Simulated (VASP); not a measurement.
A convergence study with VASP on WSe2 (2H layered): one setting is varied, all else stays as given below, so the limit is that of these other settings.

```
CELL_PARAMETERS angstrom
      1.64000    -2.84056     0.00000
      1.64000     2.84056     0.00000
      0.00000     0.00000    12.96000
ATOMIC_POSITIONS crystal
  W  0.33333 0.66667 0.25000
  W  0.66667 0.33333 0.75000
  Se 0.33333 0.66667 0.87900
  Se 0.66667 0.33333 0.37900
  Se 0.66667 0.33333 0.12100
  Se 0.33333 0.66667 0.62100
```

Method: PBE GGA, VASP's PBE PAW potentials (set 64) (plane waves; VASP). The tightest run used: 550 eV cut-off, 17×17×4 Γ-centred mesh, Gaussian smearing of 0.050 eV, potentials W_sv Se.

**Question.** The settings run are 1×1×1 mesh; 2×2×1 mesh; 3×3×1 mesh; 5×5×1 mesh; 6×6×1 mesh; 7×7×2 mesh; 8×8×2 mesh; 10×10×2 mesh; 11×11×2 mesh; 12×12×3 mesh; 13×13×3 mesh; 14×14×3 mesh; 16×16×4 mesh; 17×17×4 mesh. From which on does the stress (every component) stay within 0.2 GPa of the tightest run?

**Answer.** From 7×7×2 mesh on: it is off by 0.01 there and by no more than 0.2 in any finer run, while 6×6×1 mesh is off by 0.50.
```csv
setting,E (eV/atom),pressure (GPa),largest force (eV/Å),irreducible k-points,difference judged (GPa)
1×1×1 mesh,-3.7444,28.54,3.445,1,35.91
2×2×1 mesh,-6.8141,7.76,0.482,2,4.47
3×3×1 mesh,-7.1632,5.23,0.005,3,0.75
5×5×1 mesh,-7.1769,5.22,0.270,5,0.43
6×6×1 mesh,-7.1765,5.21,0.277,7,0.50
7×7×2 mesh,-7.1847,5.04,0.306,16,0.01
8×8×2 mesh,-7.1843,5.04,0.307,20,0.01
10×10×2 mesh,-7.1844,5.04,0.307,28,0.01
11×11×2 mesh,-7.1844,5.04,0.307,32,0.01
12×12×3 mesh,-7.1844,5.04,0.307,38,0.00
13×13×3 mesh,-7.1845,5.04,0.307,42,0.00
14×14×3 mesh,-7.1845,5.04,0.307,48,0.00
16×16×4 mesh,-7.1845,5.04,0.307,90,0.00
17×17×4 mesh,-7.1845,5.04,0.307,99,0.00
```

Left out are rungs that failed or repeat a setting and relaxations that didn't move; long series are thinned to 24 rows.

The compound is WSe2 in the 2H layered structure. The cell was not relaxed at this level, forces remain on its atoms.
